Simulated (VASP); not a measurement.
Consider the following.

```
CELL_PARAMETERS angstrom
      0.00000     2.42869     2.42869
      2.42869     0.00000     2.42869
      2.42869     2.42869     0.00000
ATOMIC_POSITIONS crystal
  Zn 0.00000 0.00000 0.00000
  S  0.25000 0.25000 0.25000
```

All values below come from PBEsol GGA, VASP's PBE PAW potentials (set 64) (plane waves; VASP). Numerical set-up: 500 eV cut-off, 9×9×9 Γ-centred mesh, Gaussian smearing of 0.050 eV, potentials Zn S.

Task: Predict the energy per atom (σ→0), pressure.

Result: 
| Item | Value |
|---|---|
| energy per atom (σ→0) | -314.9 kJ/mol of atoms |
| pressure | 44.92 GPa |

Only differences to runs with the same potentials and settings are physical.

The compound is ZnS in the zinc blende structure. It was relaxed first under an external pressure of 45 GPa.
